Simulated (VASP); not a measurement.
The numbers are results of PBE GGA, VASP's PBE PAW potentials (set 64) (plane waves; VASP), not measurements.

A VASP calculation is set up with these files.

INCAR:
```
SYSTEM = TcOs2
PREC = Accurate
ENCUT = 300
EDIFF = 1E-6
NELM = 100
ALGO = Normal
LREAL = .FALSE.
LASPH = .TRUE.
ISMEAR = 0
SIGMA = 0.1
GGA = PE
LMAXMIX = 6
LWAVE = .FALSE.
LCHARG = .FALSE.
ISIF = 2
```

File POSCAR:
```
TcOs2
4.6571520
 -0.3537642748   0.3537642748   0.8658532081
  0.3537642748  -0.3537642748   0.8658532081
  0.3537642748   0.3537642748  -0.8658532081
Tc Os
1 2
Cartesian
  0.0000000000   0.0000000000   0.0000000000
  0.0000000000  -0.0000000000   0.5806411614
 -0.0000000000   0.0000000000   1.1510652549
```

### KPOINTS
```
Automatic mesh
0
Gamma
7 7 7
0 0 0
```

POTCAR, in this order: Tc_pv Os (PBE.64 set). Program: vasp_std.

Output

### OSZICAR
```
       N       E                     dE             d eps       ncg     rms          rms(c)
DAV:   1     0.142081547964E+03    0.14208E+03   -0.11896E+04  1800   0.972E+02
DAV:   2    -0.234921885363E+02   -0.16557E+03   -0.16104E+03  1526   0.359E+02
DAV:   3    -0.328880369472E+02   -0.93958E+01   -0.88518E+01  2102   0.706E+01
DAV:   4    -0.331079046922E+02   -0.21987E+00   -0.21104E+00  1736   0.980E+00
DAV:   5    -0.331133730389E+02   -0.54683E-02   -0.53693E-02  1892   0.138E+00    0.285E+01
DAV:   6    -0.314376605953E+02    0.16757E+01   -0.28170E+00  1664   0.137E+01    0.122E+01
DAV:   7    -0.310892419695E+02    0.34842E+00   -0.14588E+00  1664   0.937E+00    0.207E+00
DAV:   8    -0.310728568987E+02    0.16385E-01   -0.19224E-01  2186   0.320E+00    0.113E+00
DAV:   9    -0.310608781441E+02    0.11979E-01   -0.28750E-02  2188   0.125E+00    0.397E-01
DAV:  10    -0.310604230185E+02    0.45513E-03   -0.17902E-03  1656   0.396E-01    0.638E-02
DAV:  11    -0.310604157008E+02    0.73177E-05   -0.10810E-04  2176   0.690E-02    0.301E-02
DAV:  12    -0.310604140194E+02    0.16813E-05   -0.26959E-05  2242   0.324E-02    0.482E-03
DAV:  13    -0.310604121339E+02    0.18855E-05   -0.52270E-07   890   0.643E-03    0.925E-04
DAV:  14    -0.310604117554E+02    0.37854E-06   -0.10058E-07   842   0.237E-03
   1 F= -.31060412E+02 E0= -.31044191E+02  d E =-.324422E-01
```

**OUTCAR**
```
------------------------ aborting loop because EDIFF is reached ----------------------------------------
  FORCE on cell =-STRESS in cart. coord.  units (eV):
  Direction    XX          YY          ZZ          XY          YZ          ZX
  --------------------------------------------------------------------------------------
  Total       -0.4381392     -0.4381392      4.2300192      0.0000000      0.0000000      0.0000000
  in kB      -16.0335344    -16.0335344    154.7959089      0.0000000      0.0000000      0.0000000
  external PRESSURE =      40.9096134 kB  Pullay stress =       0.0000000 kB
  volume of cell :       43.78
      direct lattice vectors                 reciprocal lattice vectors
    -1.647534000  1.647534000  4.032410000     0.000000000  0.303483873  0.123995328
     1.647534000 -1.647534000  4.032410000     0.303483873  0.000000000  0.123995328
     1.647534000  1.647534000 -4.032410000     0.303483873  0.303483873  0.000000000
 POSITION                                       TOTAL-FORCE (eV/Angst)
 -----------------------------------------------------------------------------------
      0.00000      0.00000      0.00000        -0.000000     -0.000000      0.000000
      0.00000      0.00000      2.70413         0.000000      0.000000     -0.293300
      0.00000      0.00000      5.36069         0.000000      0.000000      0.293300
 -----------------------------------------------------------------------------------
    total drift:                               -0.000000     -0.000000      0.000000
  FREE ENERGIE OF THE ION-ELECTRON SYSTEM (eV)
  ---------------------------------------------------
  free  energy   TOTEN  =       -31.0604117554 eV

  energy  without entropy=      -31.0279695271  energy(sigma->0) =      -31.04419064
```
(Selected blocks of OUTCAR.)

At this cut-off the stress carries a Pulay error, which pulls relaxed volumes low.

The structure was generated: TcOs2 was put into an ordered model structure, which need not be its known phase. The cell was not relaxed at this level. The k-mesh is coarse (spacing up to 0.39 per Å, 2π included), so the numbers may not be converged in it. The electron count is odd and the run is not spin-polarised, which forces a metal.
